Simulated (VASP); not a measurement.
# Be₄STe₃ (ordered alloy cell): computed properties

Level of theory: PBEsol GGA, VASP's PBE PAW potentials (set 64) (plane waves; VASP).

- space group: R3m (160)
- cell: a = b = 3.850 Å, c = 37.578 Å, α = β = 90.00°, γ = 120.00°
- volume per atom: 20.09 Å³/atom
- band gap (over mesh and band path): 1.48 eV
- smallest direct gap (over mesh and band path): 1.83 eV
- band-edge character: indirect, Γ to F
- density: 4.66 g/cm³

Space group R3m, hexagonal axes (No. 160); a = b = 3.8496 Å, c = 37.5778 Å, α = β = 90.00°, γ = 120.00°

```
atom  site  symmetry       x       y       z
----  ----  --------  ------  ------  ------
Be      3a        3m  0.0000  0.0000  0.0067
Be      3a        3m  0.0000  0.0000  0.2520
Be      3a        3m  0.0000  0.0000  0.4981
Be      3a        3m  0.0000  0.0000  0.7437
Te      3a        3m  0.0000  0.0000  0.3163
Te      3a        3m  0.0000  0.0000  0.5625
Te      3a        3m  0.0000  0.0000  0.8086
S       3a        3m  0.0000  0.0000  0.0621
```
(The calculation used a cell of 8 atoms; values per cell refer to that cell.)

Unless said otherwise, spin-orbit coupling is left out, though it shifts the bands of the heavy elements here.

The structure was generated: Be4STe3 was put into an ordered model structure (R3m), which need not be its known phase. It was relaxed first. Symmetry was kept, so distortions that lower it aren't found.
